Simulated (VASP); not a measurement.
A VASP calculation is set up with these files.

### POSCAR
```
Pb
1
   -0.0000000000     2.4359881898     2.4359881898
    2.4359881898    -0.0000000000     2.4359881898
    2.4359881898     2.4359881898    -0.0000000000
Pb
1
Direct
  0.0000000000   0.0000000000   0.0000000000
```

**INCAR**
```
! general
SYSTEM   =  Pb
PREC     =  Accurate
ENCUT    =  500   ! plane-wave cut-off (eV)
LREAL    =  F
LASPH    =  T   ! aspherical one-centre terms

! electronic loop
EDIFF    =  1E-6   ! SCF stop (eV)
NELM     =  100
ALGO     =  Normal   ! blocked Davidson
LMAXMIX  =  4

! smearing
ISMEAR   =  1   ! Methfessel-Paxton
SIGMA    =  0.1   ! width (eV)

! functional
GGA      =  PE

! ions
IBRION   =  2
NSW      =  40
ISIF     =  3   ! ions, shape and volume
EDIFFG   =  -0.02   ! ionic stop
PSTRESS  =  100   ! kbar

! output
LWAVE    =  F
LCHARG   =  F
```

File KPOINTS:
```
Automatic mesh
0
Gamma
13 13 13
0 0 0
```

POTCAR, in this order: Pb_d (PBE.64 set). Program: vasp_std.

Task: Translate this PBE calculation to Quantum ESPRESSO's pw.x.

Result: One equivalent input (not run):
```
&CONTROL
  calculation = 'vc-relax'
  pseudo_dir = './pseudo'
  outdir = './out'
  tprnfor = .true.
  tstress = .true.
  nstep = 40
  forc_conv_thr = 0.00078
/
&SYSTEM
  ibrav = 0
  nat = 1
  ntyp = 1
  ecutwfc = 62.5
  occupations = 'smearing'
  smearing = 'methfessel-paxton'
  degauss = 0.00735
  input_dft = 'pbe'
/
&ELECTRONS
  conv_thr = 7.3e-08
  electron_maxstep = 100
/
&IONS
/
&CELL
  press = 100
/
ATOMIC_SPECIES
  Pb 207.200 Pb.upf
CELL_PARAMETERS angstrom
    -0.0000000    2.4359882    2.4359882
     2.4359882   -0.0000000    2.4359882
     2.4359882    2.4359882   -0.0000000
ATOMIC_POSITIONS crystal
  Pb   0.0000000  0.0000000  0.0000000
K_POINTS automatic
  13 13 13 0 0 0
```
The two are equivalent in intent, not identical: the potentials are each code's own (VASP's PAW set, PseudoDojo norm-conserving files in pw.x), so ENCUT and ecutwfc are chosen apart and not converted; conv_thr bounds pw.x's estimated SCF error, while EDIFF bounds the energy change between steps; forc_conv_thr acts on force components and is met together with etot_conv_thr.

The compound is Pb in the fcc structure. This run relaxes it under an external pressure of 10 GPa. Symmetry was kept, so distortions that lower it aren't found.
